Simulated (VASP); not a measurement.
A run of VASP 6.6.1:

The input POSCAR:

```
Cd2TeO                                  
1.0
    4.1991141830      0.0000000000     -0.0000000000
    0.0000000000      4.1991141830      0.0000000000
   -0.0000000000      0.0000000000      5.6887364601
  Cd              Te              O             
     2     1     1
Direct
     0.5000000000000000    1.0000000000000000    0.6710784227906170
     1.0000000000000000    0.5000000000000000    0.3289215772093901
     1.0000000000000000    1.0000000000000000    0.0000000000000000
     0.5000000000000000    0.5000000000000000    0.5000000000000000
```

INCAR.step1

```
ALGO     = Normal         # electronic algorithm
EDIFF    = 1E-7           # SCF threshold, eV
ENCUT    = 520            # plane-wave cutoff, eV
GGA      = PE             # functional
ISIF     = 2              # what is computed and relaxed
ISMEAR   = 0              # smearing method
KPAR     = 4            
LASPH    = T              # aspherical terms in the spheres
LCHARG   = T              # write CHGCAR
LREAL    = F              # projectors in reciprocal space
LWAVE    = F              # write WAVECAR
NELM     = 100            # most SCF steps
PREC     = Accurate       # precision mode
SIGMA    = 0.1            # smearing width, eV
```

The input KPOINTS.step1:

```
k-points
0
Gamma
  8 8 6
```

The input INCAR.step2:

```
ALGO     = Normal         # electronic algorithm
EDIFF    = 1E-7           # SCF threshold, eV
ENCUT    = 520            # plane-wave cutoff, eV
GGA      = PE             # functional
ICHARG   = 11             # starting density
ISIF     = 2              # what is computed and relaxed
ISMEAR   = -5             # smearing method
KPAR     = 4            
LASPH    = T              # aspherical terms in the spheres
LCHARG   = F              # write CHGCAR
LORBIT   = 10             # projections on sites
LREAL    = F              # projectors in reciprocal space
LWAVE    = F              # write WAVECAR
NEDOS    = 1001           # points of the DOS
NELM     = 100            # most SCF steps
PREC     = Accurate       # precision mode
SIGMA    = 0.1            # smearing width, eV
```

Contents of KPOINTS.step2:

```
k-points
0
Gamma
  12 12 9
```

Potentials or basis: VASP PAW PBE potentials, release 64 (Cd, Te, O).

Launch:

```bash
$ cat potpaw_PBE.64/Cd/POTCAR potpaw_PBE.64/Te/POTCAR potpaw_PBE.64/O/POTCAR > POTCAR
$ cp INCAR.step1 INCAR
$ cp KPOINTS.step1 KPOINTS
$ mpirun -np 4 vasp_std > vasp.out
$ cp INCAR.step2 INCAR
$ cp KPOINTS.step2 KPOINTS
$ mpirun -np 4 vasp_std > vasp.out
```

Hardware: 4 MPI ranks on Intel(R) Xeon(R) Platinum 8488C (Sapphire Rapids), with other jobs on the host.

Q: How long does it take, and how much memory?

A: It took 64 s on 4 MPI ranks on Intel(R) Xeon(R) Platinum 8488C (Sapphire Rapids), with other jobs on the host, peak memory 0.42 GiB a rank. Counts: scf iterations 8, k points 140.
